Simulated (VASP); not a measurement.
Computed with PBE GGA, VASP's PBE PAW potentials (set 64) (plane waves; VASP 6.6.1).

VASP input:

INCAR:
```
SYSTEM = Tl
PREC = Accurate
ENCUT = 400
EDIFF = 1E-6
NELM = 100
ALGO = Normal
LREAL = .FALSE.
LASPH = .TRUE.
ISMEAR = 1
SIGMA = 0.1
GGA = PE
LMAXMIX = 4
LWAVE = .FALSE.
LCHARG = .FALSE.
ISIF = 2
```

File POSCAR:
```
Tl
1
    1.7300000000    -2.9964480000     0.0000000000
    1.7300000000     2.9964480000     0.0000000000
    0.0000000000     0.0000000000     5.5200000000
Tl
2
Direct
  0.3333330000   0.6666670000   0.2500000000
  0.6666670000   0.3333330000   0.7500000000
```

**KPOINTS**
```
Regular mesh
0
G
 11 11 6
0 0 0
```

POTCAR, in this order: Tl_d (PBE.64 set). Program: vasp_std.

Unless said otherwise, spin-orbit coupling is left out, though it shifts the bands of the heavy elements here.

Q: Predict the energy per atom (σ→0), pressure, band gap (on the k-mesh).

A: 
```
Item                                                         Value
------------------------  ----------------------------------------
energy per atom (σ→0)                               -2.203 eV/atom
band gap (on the k-mesh)  none (metal, semimetal or under 0.01 eV)
pressure                                                  3.05 GPa
```

### OSZICAR
```
...
DAV:   5    -0.446064977973E+01   -0.11255E-03   -0.11255E-03  2502   0.252E-01    0.312E+00
DAV:   6    -0.441562442545E+01    0.45025E-01   -0.86774E-02  2308   0.252E+00    0.218E+00
DAV:   7    -0.440775147154E+01    0.78730E-02   -0.40486E-02  2248   0.172E+00    0.699E-01
DAV:   8    -0.440707786571E+01    0.67361E-03   -0.35048E-03  2252   0.481E-01    0.373E-02
DAV:   9    -0.440708356364E+01   -0.56979E-05   -0.19874E-05  2622   0.422E-02    0.116E-02
DAV:  10    -0.440708922152E+01   -0.56579E-05   -0.61570E-06  2267   0.228E-02    0.219E-03
DAV:  11    -0.440708948111E+01   -0.25959E-06   -0.47322E-07  1206   0.572E-03
   1 F= -.44070895E+01 E0= -.44066120E+01  d E =-.143232E-02
```

The compound is Tl in the hcp structure. The cell was not relaxed at this level.
